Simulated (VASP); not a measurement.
VASP input:

File POSCAR:
```
YB
1
    5.0495590000     0.0000000000     0.0000000000
   -2.5247790000     4.3730460000     0.0000000000
    0.0000000000     0.0000000000    21.1638000000
Y B
2 2
Direct
  0.0000000000   0.0000000000   0.6219960000
  0.0000000000   0.0000000000   0.4593360000
  0.3333330000   0.6666670000   0.3780040000
  0.6666670000   0.3333330000   0.5406640000
```

### KPOINTS
```
K-points
0
G
7 7 1
0 0 0
```

**INCAR**
```
ALGO = Normal
EDIFF = 1E-6
ENCUT = 400
GGA = PE
GGA_COMPAT = .FALSE.
ISIF = 2
ISMEAR = 0
LASPH = .TRUE.
LCHARG = .FALSE.
LMAXMIX = 4
LNONCOLLINEAR = .TRUE.
LORBIT = 11
LREAL = .FALSE.
LSORBIT = .TRUE.
LWAVE = .FALSE.
MAGMOM = 12*0.0
NELM = 100
PREC = Accurate
SIGMA = 0.1
SYSTEM = YB
```

POTCAR, in this order: Y_sv B (PBE.64 set). Program: vasp_ncl.

Task: Translate this PBE+SOC calculation to Quantum ESPRESSO's pw.x.

Result: One equivalent input (not run):
```
&CONTROL
  calculation = 'scf'
  pseudo_dir = './pseudo'
  outdir = './out'
  tprnfor = .true.
  tstress = .true.
/
&SYSTEM
  ibrav = 0
  nat = 4
  ntyp = 2
  ecutwfc = 76
  occupations = 'smearing'
  smearing = 'gaussian'
  degauss = 0.00735
  input_dft = 'pbe'
  noncolin = .true.
  lspinorb = .true.
/
&ELECTRONS
  conv_thr = 7.3e-08
  electron_maxstep = 100
/
ATOMIC_SPECIES
  Y 88.906 Y.upf
  B 10.810 B.upf
CELL_PARAMETERS angstrom
     5.0495590    0.0000000    0.0000000
    -2.5247790    4.3730460    0.0000000
     0.0000000    0.0000000   21.1638000
ATOMIC_POSITIONS crystal
  Y    0.0000000  0.0000000  0.6219960
  Y    0.0000000  0.0000000  0.4593360
  B    0.3333330  0.6666670  0.3780040
  B    0.6666670  0.3333330  0.5406640
K_POINTS automatic
  7 7 1 0 0 0
```
The two are equivalent in intent, not identical: the potentials are each code's own (VASP's PAW set, PseudoDojo norm-conserving files, fully relativistic, in pw.x), so ENCUT and ecutwfc are chosen apart and not converted; conv_thr bounds pw.x's estimated SCF error, while EDIFF bounds the energy change between steps.

The cell is a sheet with vacuum, built from a generated structure.
